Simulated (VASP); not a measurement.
LuIn2Si2:

```xyz
5
Lattice="4.4661 0.0081 -0.0322 -2.2260 3.8874 -0.0084 -0.0512 -0.0450 7.0609" Properties=species:S:1:pos:R:3 pbc="T T T"
In   -0.2506    2.3064    4.2182
In    2.1563    1.2236    2.7699
Lu    2.1609    3.7280    6.7666
Si   -0.3098    2.8708    2.1294
Si    2.0334    0.9691    5.2557
```

The cell was built by a generator and needn't be a form met in nature.

Base run:

```yaml
Program: VASP 6.6.1
Functional: PBEsol
Dispersion: D3(BJ)
Potentials_or_basis: VASP PAW PBE potentials, release 64 (In_d, Lu, Si)
Cutoff: 520 eV
k_mesh: 5 × 5 × 3, shifted
Occupations: fermi-dirac, width 0.1 eV
Spin: no spin polarisation
```

Its results: band gap on the k mesh none (metal or under the smearing width); pressure 5.1 GPa; largest force 7.606 eV/Å.

**Question.** The run is repeated on the same cell with these changes: dispersion from D3(BJ) to none; occupations from fermi-dirac, width 0.1 eV to methfessel-paxton, width 0.15 eV. What comes out?

**Answer.** Band gap on the k mesh none (metal or under the smearing width); pressure 6.8 GPa; largest force 7.594 eV/Å.

Caveats: the PAW data sets were made with another functional, which shifts forces and pressure a little; pairwise dispersion overbinds metals, which lowers pressure and volume (some runs).

Not every run made on this cell is shown here.
